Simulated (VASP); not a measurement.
Computed with LDA (Ceperley-Alder, Perdew-Zunger), VASP's LDA PAW potentials (set 64) (plane waves; VASP 6.6.1).

A VASP calculation is set up with these files.

**KPOINTS**
```
Automatic mesh
0
Gamma
16 16 16
0 0 0
```

### INCAR
```
SYSTEM = Al
PREC = Accurate
ENCUT = 500
EDIFF = 1E-6
NELM = 100
ALGO = Normal
LREAL = .FALSE.
LASPH = .TRUE.
ISMEAR = 1
SIGMA = 0.1
LWAVE = .FALSE.
LCHARG = .FALSE.
IBRION = 2
ISIF = 3
NSW = 40
EDIFFG = -0.02
```

File POSCAR:
```
Al
1
   -0.0000000000     1.9927682977     1.9927682977
    1.9927682977     0.0000000000     1.9927682977
    1.9927682977     1.9927682977    -0.0000000000
Al
1
Direct
  1.0000000000   0.0000000000   1.0000000000
```

POTCAR, in this order: Al (LDA.64 set). Program: vasp_std.

The resulting files:

### OSZICAR
```
       N       E                     dE             d eps       ncg     rms          rms(c)
DAV:   1    -0.201150770416E+01   -0.20115E+01   -0.90257E+02  1570   0.330E+02
DAV:   2    -0.420360673435E+01   -0.21921E+01   -0.19583E+01  1840   0.308E+01
DAV:   3    -0.422706833202E+01   -0.23462E-01   -0.23460E-01  1995   0.341E+00
DAV:   4    -0.422714441854E+01   -0.76087E-04   -0.76086E-04  1900   0.158E-01
DAV:   5    -0.422714495686E+01   -0.53832E-06   -0.53851E-06  2010   0.914E-03    0.144E+00
DAV:   6    -0.420910024115E+01    0.18045E-01   -0.23801E-03  1745   0.309E-01    0.808E-01
DAV:   7    -0.419739692979E+01    0.11703E-01   -0.60054E-03  1700   0.483E-01    0.169E-01
DAV:   8    -0.419737398414E+01    0.22946E-04   -0.30728E-05  1905   0.558E-02    0.128E-02
DAV:   9    -0.419737378006E+01    0.20408E-06   -0.19752E-07  1615   0.319E-03
   1 F= -.41973738E+01 E0= -.41974937E+01  d E =-.419737E+01
```

OUTCAR:
```
------------------------ aborting loop because EDIFF is reached ----------------------------------------
  FORCE on cell =-STRESS in cart. coord.  units (eV):
  Direction    XX          YY          ZZ          XY          YZ          ZX
  --------------------------------------------------------------------------------------
  Total       -0.0064338     -0.0064338     -0.0064338      0.0000000      0.0000000      0.0000000
  in kB       -0.6512958     -0.6512958     -0.6512958      0.0000000      0.0000000      0.0000000
  external PRESSURE =      -0.6512958 kB  Pullay stress =       0.0000000 kB
  volume of cell :       15.83
      direct lattice vectors                 reciprocal lattice vectors
     0.000000000  1.992768298  1.992768298    -0.250907243  0.250907243  0.250907243
     1.992768298  0.000000000  1.992768298     0.250907243 -0.250907243  0.250907243
     1.992768298  1.992768298  0.000000000     0.250907243  0.250907243 -0.250907243
 POSITION                                       TOTAL-FORCE (eV/Angst)
 -----------------------------------------------------------------------------------
      0.00000      0.00000      0.00000        -0.000000     -0.000000     -0.000000
 -----------------------------------------------------------------------------------
    total drift:                                0.000000      0.000000     -0.000000
  FREE ENERGIE OF THE ION-ELECTRON SYSTEM (eV)
  ---------------------------------------------------
  free  energy   TOTEN  =        -4.1973737801 eV

  energy  without entropy=       -4.1977336770  energy(sigma->0) =       -4.19749375

 reached required accuracy - stopping structural energy minimisation
```
(Selected blocks of OUTCAR.)

The compound is Al in the fcc structure. It was relaxed first.
